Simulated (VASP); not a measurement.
# Which native defect does Sb2Pt (Geversite) form most easily?, part 4 of 6

Which native defect is cheapest in Sb2Pt (Geversite), and how does that change with the growth condition? The start is a cell from a database of measured crystal structures.

VASP 6.6.1, plane waves and PAW; the level of theory is named at each step.

So far. Step 5 (Reference Sb): The run ended after 8 ionic steps, 0.006 eV below its first step, once forces and stress met EDIFFG = -0.02. Step 5 (Reference Sb): Energy at zero smearing: -9.12087 eV.

## 6. The defect cell, 47 atoms, defect Pt vacancy

This step: PBEsol; plane waves and PAW (Pt, Sb) (VASP 6.6.1).

System of this step: Sb32Pt15 (Geversite). The cell holds 47 atoms: 15 Pt and 32 Sb. Its edges and angles: a = 11.189 Å, b = 11.189 Å, c = 11.189 Å, α = 109.5°, β = 109.5°, γ = 109.5°. It derives from Sb2Pt (Geversite). Nearest the centre at fractional (0.500, 0.250, 0.250): Sb20 at 2.68 Å, Sb27 at 2.68 Å, Sb44 at 2.68 Å, Sb40 at 2.68 Å, Sb39 at 2.68 Å, Sb31 at 2.68 Å, Sb16 at 4.19 Å, Sb35 at 4.19 Å.

The host is treated as a metal, since its gap is under 0.3 eV or closed. The run keeps 6 symmetry operations, which cuts the number of k-points but bars distortions that break them. The atoms relax at the host's fixed cell.

The input, INCAR:

```
SYSTEM = Sb32Pt15
PREC = Normal
ENCUT = 300
EDIFF = 1E-05
NELM = 120
ISMEAR = 1
SIGMA = 0.2
LREAL = Auto
ALGO = Fast
GGA = PS
NBANDS = 192
LASPH = .TRUE.
LORBIT = 11
LWAVE = .FALSE.
LCHARG = .TRUE.
KPAR = 4
NCORE = 2
IBRION = 2
NSW = 50
ISIF = 2
EDIFFG = -0.03
POTIM = 0.4
MAXMIX = 40
ISYM = 2
```

The input, POSCAR:

```
Sb32Pt15
1.0
   -6.4602121530      6.4602121530      6.4602121530
    6.4602121530     -6.4602121530      6.4602121530
    6.4602121530      6.4602121530     -6.4602121530
Pt Sb
15 32
Direct
    0.0000000000      0.7500000000      0.2500000000
    0.0000000000      0.2500000000      0.7500000000
    0.5000000000      0.7500000000      0.7500000000
    0.2500000000      0.2500000000      0.5000000000
    0.7500000000      0.7500000000      0.5000000000
    0.7500000000      0.2500000000      0.0000000000
    0.2500000000      0.7500000000      0.0000000000
    0.2500000000      0.5000000000      0.2500000000
    0.7500000000      0.0000000000      0.2500000000
    0.7500000000      0.5000000000      0.7500000000
    0.2500000000      0.0000000000      0.7500000000
    0.0000000000      0.0000000000      0.0000000000
    0.5000000000      0.5000000000      0.0000000000
    0.5000000000      0.0000000000      0.5000000000
    0.0000000000      0.5000000000      0.5000000000
    0.5000000000      0.6248077900      0.2500000000
    0.0000000000      0.1248077900      0.2500000000
    0.0000000000      0.6248077900      0.7500000000
    0.5000000000      0.1248077900      0.7500000000
    0.6248077900      0.2500000000      0.5000000000
    0.1248077900      0.7500000000      0.5000000000
    0.1248077900      0.2500000000      0.0000000000
    0.6248077900      0.7500000000      0.0000000000
    0.2500000000      0.5000000000      0.6248077900
    0.7500000000      0.0000000000      0.6248077900
    0.7500000000      0.5000000000      0.1248077900
    0.2500000000      0.0000000000      0.1248077900
    0.6251922100      0.6251922100      0.6251922100
    0.1251922100      0.1251922100      0.6251922100
    0.1251922100      0.6251922100      0.1251922100
    0.6251922100      0.1251922100      0.1251922100
    0.5000000000      0.3751922100      0.7500000000
    0.0000000000      0.8751922100      0.7500000000
    0.0000000000      0.3751922100      0.2500000000
    0.5000000000      0.8751922100      0.2500000000
    0.3751922100      0.7500000000      0.5000000000
    0.8751922100      0.2500000000      0.5000000000
    0.8751922100      0.7500000000      0.0000000000
    0.3751922100      0.2500000000      0.0000000000
    0.7500000000      0.5000000000      0.3751922100
    0.2500000000      0.0000000000      0.3751922100
    0.2500000000      0.5000000000      0.8751922100
    0.7500000000      0.0000000000      0.8751922100
    0.3748077900      0.3748077900      0.3748077900
    0.8748077900      0.8748077900      0.3748077900
    0.8748077900      0.3748077900      0.8748077900
    0.3748077900      0.8748077900      0.8748077900
```

The input, KPOINTS:

```
Automatic mesh
0
Gamma
3 3 3
0 0 0
```

The projector-augmented-wave data sets are Pt and Sb (PBE family, release 64).

The run is started by

```
> mpirun -np 8 vasp_std
```

Log:

```text
[banner, memory and clock lines left out]
running    8 mpi-ranks, on    1 nodes
 distrk:  each k-point on    2 cores,    4 groups
 distr:  one band on    2 cores,    1 groups

 POSCAR found type information on POSCAR PtSb
 POSCAR found :  2 types and      47 ions
 [... a notice as in an earlier step ...]

 LDA part: xc-table for (Slater+PW92), standard interpolation
 POSCAR, INCAR and KPOINTS ok, starting setup
 FFT: planning ... GRIDC
 FFT: planning ... GRID_SOFT
 FFT: planning ... GRID
 WAVECAR not read
 entering main loop
       N       E                     dE             d eps       ncg     rms          rms(c)
DAV:   1     0.135983162431E+04    0.13598E+04   -0.86244E+04  2304   0.879E+02
DAV:   2    -0.168212371942E+03   -0.15280E+04   -0.14593E+04  2656   0.206E+02
DAV:   3    -0.276630467844E+03   -0.10842E+03   -0.10525E+03  2680   0.569E+01
DAV:   4    -0.279691423459E+03   -0.30610E+01   -0.30229E+01  2768   0.946E+00
DAV:   5    -0.279800801854E+03   -0.10938E+00   -0.10918E+00  2848   0.168E+00    0.344E+01
RMM:   6    -0.273271465789E+03    0.65293E+01   -0.43388E+01  2304   0.123E+01    0.147E+01
RMM:   7    -0.271511488752E+03    0.17600E+01   -0.49602E+00  2304   0.425E+00    0.834E+00
RMM:   8    -0.271152822615E+03    0.35867E+00   -0.10197E+00  2304   0.182E+00    0.150E+00
RMM:   9    -0.271137901254E+03    0.14921E-01   -0.35307E-01  2310   0.106E+00    0.640E-01
RMM:  10    -0.271142907193E+03   -0.50059E-02   -0.80919E-02  2320   0.572E-01    0.293E-01
RMM:  11    -0.271143090414E+03   -0.18322E-03   -0.29865E-02  2430   0.270E-01    0.110E-01
RMM:  12    -0.271143902916E+03   -0.81250E-03   -0.81472E-03  2713   0.121E-01    0.782E-02
RMM:  13    -0.271143888411E+03    0.14506E-04   -0.10346E-03  2342   0.618E-02    0.459E-02
RMM:  14    -0.271143854246E+03    0.34164E-04   -0.24276E-04  2339   0.299E-02    0.869E-03
RMM:  15    -0.271143858316E+03   -0.40695E-05   -0.57557E-05  1868   0.119E-02
   1 F= -.27114386E+03 E0= -.27114311E+03  d E =-.271144E+03
 curvature:   0.00 expect dE= 0.000E+00 dE for cont linesearch  0.000E+00
 trial: gam= 0.00000 g(F)=  0.114E+00 g(S)=  0.000E+00 ort = 0.000E+00 (trialstep = 0.100E+01)
 search vector abs. value=  0.114E+00
 bond charge predicted
       N       E                     dE             d eps       ncg     rms          rms(c)
DAV:   1    -0.271229805789E+03   -0.85952E-01   -0.27942E+00  2496   0.307E+00    0.392E-01
RMM:   2    -0.271239048335E+03   -0.92425E-02   -0.10287E-01  2304   0.674E-01    0.160E-01
RMM:   3    -0.271240852357E+03   -0.18040E-02   -0.19292E-02  2338   0.300E-01    0.151E-01
RMM:   4    -0.271240858894E+03   -0.65375E-05   -0.50948E-03  2327   0.157E-01    0.690E-02
RMM:   5    -0.271240953830E+03   -0.94936E-04   -0.14367E-03  2530   0.771E-02    0.453E-02
RMM:   6    -0.271240956099E+03   -0.22688E-05   -0.32052E-04  2623   0.337E-02    0.135E-02
RMM:   7    -0.271240965514E+03   -0.94151E-05   -0.84104E-05  2145   0.183E-02
   2 F= -.27124097E+03 E0= -.27123799E+03  d E =-.971072E-01
[... from here on, the cycles between the ionic steps are left out ...]
   3 F= -.27132152E+03 E0= -.27131500E+03  d E =-.177664E+00
   4 F= -.27132724E+03 E0= -.27131977E+03  d E =-.183386E+00
   5 F= -.27137110E+03 E0= -.27136292E+03  d E =-.438509E-01
   6 F= -.27138840E+03 E0= -.27137973E+03  d E =-.611530E-01
   7 F= -.27138420E+03 E0= -.27137460E+03  d E =-.569520E-01
   8 F= -.27139333E+03 E0= -.27138427E+03  d E =-.660870E-01
   9 F= -.27141321E+03 E0= -.27140377E+03  d E =-.198792E-01
  10 F= -.27141371E+03 E0= -.27140420E+03  d E =-.203809E-01
  11 F= -.27141851E+03 E0= -.27140911E+03  d E =-.479424E-02
  12 F= -.27141944E+03 E0= -.27141010E+03  d E =-.573212E-02
  13 F= -.27141939E+03 E0= -.27141014E+03  d E =-.567592E-02
  14 F= -.27141980E+03 E0= -.27141050E+03  d E =-.608388E-02
 curvature:  -1.31 expect dE=-0.143E-02 dE for cont linesearch -0.337E-05
 trial: gam= 0.26276 g(F)=  0.109E-02 g(S)=  0.000E+00 ort = 0.970E-04 (trialstep = 0.222E+01)
 search vector abs. value=  0.140E-02
 bond charge predicted
       N       E                     dE             d eps       ncg     rms          rms(c)
DAV:   1    -0.271419410611E+03    0.38397E-03   -0.65131E-01  2352   0.140E+00    0.107E-01
RMM:   2    -0.271420557587E+03   -0.11470E-02   -0.97240E-03  2304   0.259E-01    0.145E-01
RMM:   3    -0.271420614621E+03   -0.57034E-04   -0.25844E-03  2307   0.118E-01    0.552E-02
RMM:   4    -0.271420693891E+03   -0.79270E-04   -0.82507E-04  2953   0.578E-02    0.498E-02
RMM:   5    -0.271420686149E+03    0.77425E-05   -0.82379E-05  2169   0.188E-02
  15 F= -.27142069E+03 E0= -.27141150E+03  d E =-.890211E-03
 trial-energy change:   -0.000890  1 .order   -0.000860   -0.002483    0.000764
 step:   1.6993(harm=  1.6993)  dis= 0.00214  next Energy=  -271.420745 (dE=-0.950E-03)
 reached required accuracy - stopping structural energy minimisation
```

Wall time 8.2 min (8 MPI ranks of AMD EPYC 9R45, shared host); peak memory 3.1 GiB; 64 min of CPU time.

From OUTCAR (step 6):

```text
   k-points           NKPTS =      6   k-points in BZ     NKDIM =      6   number of bands    NBANDS=    192

   NELECT =     310.0000    total number of electrons

 E-fermi :   8.7601

 k-point     1 :       0.0000    0.0000    0.0000
  band No.  band energies     occupation
    ...
    153       8.4244      2.03900
    154       8.4244      2.03900
    155       8.4526      2.05193
    156       8.4526      2.05193
    157       8.7244      1.29665
    158       8.8226      0.49805
    159       9.6592     -0.00000
    160       9.7963     -0.00000
    161       9.7963     -0.00000
    162      10.3999     -0.00000
    ...

  Total       -6.8829958     -6.8829958     -6.8829958      0.9702923      0.9702923     -0.9702923
  in kB      -10.2255753    -10.2255753    -10.2255753      1.4414940      1.4414940     -1.4414940
  external PRESSURE =     -10.2255753 kB  Pullay stress =       0.0000000 kB

 POSITION                                       TOTAL-FORCE (eV/Angst)
 -----------------------------------------------------------------------------------
      6.46021     -3.23011      3.23011         0.000000     -0.000000     -0.000000
      6.46021      3.23011     -3.23011         0.000000     -0.000000     -0.000000
      6.46021      3.23011      3.23011         0.000000     -0.000000     -0.000000
      3.23794      3.23686     -0.01145         0.014719     -0.008875      0.013590
      3.22053      3.23337      6.44673        -0.007886      0.012485      0.012484
      3.22227      9.68357      0.01145        -0.014719      0.008875     -0.013590
      3.23968     -3.23337      6.47370         0.007886     -0.012485     -0.012484
      3.21662      0.00958      3.22684         0.012484      0.007886     -0.012485
     -3.21662      6.45064      3.23337        -0.012484     -0.007886      0.012485
      3.24156      6.46804      3.23686        -0.013590      0.014719     -0.008875
      9.67886     -0.00783      3.22336         0.013590     -0.014719      0.008875
      6.46696      6.44876      6.45238        -0.008875      0.013590     -0.014719
     -0.00326      0.01349      6.45064        -0.012485     -0.012484     -0.007886
      0.00326      6.44673      0.00958         0.012485      0.012484      0.007886
      6.45346      0.01145      0.00783         0.008875     -0.013590      0.014719
      2.41269      0.81741      5.64280         0.001966     -0.001966      0.001966
     -4.03329      7.26865      5.64123        -0.000382     -0.003888     -0.003793
      8.88188      0.81899     -0.80318         0.003888      0.003793     -0.000382
      2.41112      7.26340     -0.80844        -0.003793      0.000382      0.003888
      0.86638      5.53099      2.44030         0.000490      0.001898      0.005700
      7.26670     -0.82485      2.40523        -0.014357      0.007846     -0.008901
      7.24361      5.67284     -4.01916        -0.011585      0.006879     -0.008263
      0.82730     -0.81090      8.88033         0.016286      0.000793      0.007687
      5.63533      2.42362      0.82485        -0.008901      0.014357     -0.007846
[...]
-----------------------------------------------------------------------------------
    total drift:                                0.000000      0.000000      0.000000

  FREE ENERGIE OF THE ION-ELECTRON SYSTEM (eV)
  ---------------------------------------------------
  free  energy   TOTEN  =      -271.4206861487 eV

  energy  without entropy=     -271.3931406624  energy(sigma->0) =     -271.41150432

[... 5 parts as in an earlier step ...]

[... 12 further parts left out ...]
```

The run keeps the 6 symmetry operations of its start, so it cannot find a distortion of lower symmetry.

Relaxation path:

```tsv
step	energy less that of the first step (eV)	largest force (eV/Å)
1	0.0000	0.6071
2	-0.0971	0.4672
3	-0.1777	0.2302
4	-0.1834	0.1925
5	-0.2272	0.1838
6	-0.2445	0.1780
7	-0.2403	0.2084
8	-0.2495	0.1886
9	-0.2694	0.0716
10	-0.2699	0.0874
11	-0.2746	0.0478
12	-0.2756	0.0315
13	-0.2755	0.0544
14	-0.2759	0.0372
15	-0.2768	0.0219
```

The atoms that moved most (Å):

```tsv
atom	dx	dy	dz	length
Sb31	0.120	-0.019	0.058	0.135
Sb27	0.019	-0.058	0.120	0.135
Sb40	-0.019	0.058	-0.120	0.135
Sb39	-0.058	0.120	-0.019	0.135
Sb44	-0.120	0.019	-0.058	0.135
Sb20	0.058	-0.120	0.019	0.135
Sb41	-0.020	-0.025	0.021	0.039
Sb47	0.021	0.020	0.025	0.039
```

This step gave:

* electronic cycles: 125
* electrons: 310
* free energy (TOTEN): -271.4207 eV
* energy at zero smearing: -271.4115 eV
* Fermi energy: 8.760 eV

Valence density in the ac plane at fractional y = 0.250, through the centre, with atoms of Pt and Sb within 0.45 Å of it. It is the smooth field of the valence electrons, not physical close to the nuclei.

Ten steps, logarithmic in the rise over the least value, from '0' (-0.2 e/Å³) to '9' (3.3 e/Å³), each cell a mean:
```
5654456666545555445568999765444
5666665555665554445567887655445
5666555455555544555566666555555
7766554444444455555555555555556
8886555444444555665555555555678
9986555554445556655544555556789
9876555555455566555444455556789
8765555555555555554444444455678
6555555555555555444555444455666
5545556677665554455555555556666
5444567898765544556556555655565
5445578999765445564246666640465
4445679998655445653356666544565
4455678876555455665665555666555
4555566666555555555555555555554
5555555555655554555544444554445
5655555556655544444445554444455
6655545555555444444555555444556
6554444555554444445556555555566
5544444444444444445566555555555
5445555544455555555555555555555
4555555555556665555555667665554
4555556655655565544556888865544
5554046666530465544568999875544
```
Columns run along a (11.2 Å), rows up along c (11.2 Å). Atoms in or near the plane, at fractional coordinates: Pt at (0.00, 0.75), Pt at (0.25, 0.50), Pt at (0.75, 0.00), Sb at (0.62, 0.50), Sb at (0.13, 0.00), Sb at (0.87, 0.50), Sb at (0.38, 0.00).

The run ended after 15 ionic steps, 0.277 eV below its first step, once the forces on the free atoms met EDIFFG = -0.03.

The 6 first neighbours (Sb) lie 2.68 Å from the site in the perfect crystal and 2.58 Å on average after the relaxation (-3.6 %).

## 7. Energies of this defect, 47 atoms, defect vacancy, element Pt

This step: point defect, PBEsol; plane waves and PAW (VASP 6.6.1).

This step runs nothing: it gathers the runs above.

This step gave:

| Property | Result |
| --- | --- |
| formation energy of the neutral defect | 3.319 eV |
| host formation enthalpy | -0.5047 eV/atom |

Formation energy:

```tsv
formation energy (eV)	largest move (Å)
3.32	0.1349
```

The formation energy is the energy of the relaxed defect cell less that of the perfect cell, with each removed atom booked to its reference and each added atom taken from it.

References, in eV an atom: Pt -6.972 (crystal Fm-3m) and Sb -4.560 (crystal R-3m). They were run at the supercell's cutoff and functional, without U, and count both elements from their own phases.

The formation energy is 3.320 eV, and the largest move of an atom 0.13 Å.

(Continued in part 5 of 6.)

[Lines on the potential files, build, host, timing and source positions are cut from VASP's logs without a mark.]

[Logs are printed without paths, hosts, clocks, repeated set-up lines and the standing remarks that a program may print on its own settings, such as how far it seeks lower states.]

[Hosts, paths, dates, database ids (printed as entryN), source tags and the programs' standing remarks are cut or masked in the printed files.]

[In band tables of VASP the shares of atoms and orbitals are scaled to a sum of 1 inside the atoms' spheres.]

[Runs that stopped without an error message from VASP are left out.]
